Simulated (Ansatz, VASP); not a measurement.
## One calculation of CaZr, two programs

```
CELL_PARAMETERS angstrom
3.86591 0.00000 0.00000
0.00000 3.86591 0.00000
0.00000 0.00000 3.86591
ATOMIC_POSITIONS crystal
Ca 0.50000 0.50000 0.50000
Zr 0.00000 0.00000 0.00000
```

Change from the starting cell: species swapped into the TmMg type (Pm-3m, No. 221).

Alike in both runs: functional PBE; k mesh 14 × 14 × 14; occupations gaussian, width 0.1 eV; no spin polarisation.

Ansatz relaxed the structure, and its values are those at the end. VASP's run is a single point on that final structure, the one shown.

|  | VASP | Ansatz |
| --- | --- | --- |
| version | VASP 6.6.1 | Ansatz 0.2.0 |
| potentials or method | VASP PAW PBE potentials, release 64 (Ca_sv, Zr_sv) | scalar-relativistic, plane waves, PAW |
| plane-wave cutoff (eV) | 520 | 420 |
| valence electrons in the cell | 22 | 22 |

|  | VASP | Ansatz | Ansatz less VASP |
| --- | --- | --- | --- |
| gap on the k mesh at the Fermi level (eV) | none | none | - |
| pressure (GPa) | 0.0 | 0.0 | -0.04 |

A gap of «none» marks a metal or a gap that the smearing closes.
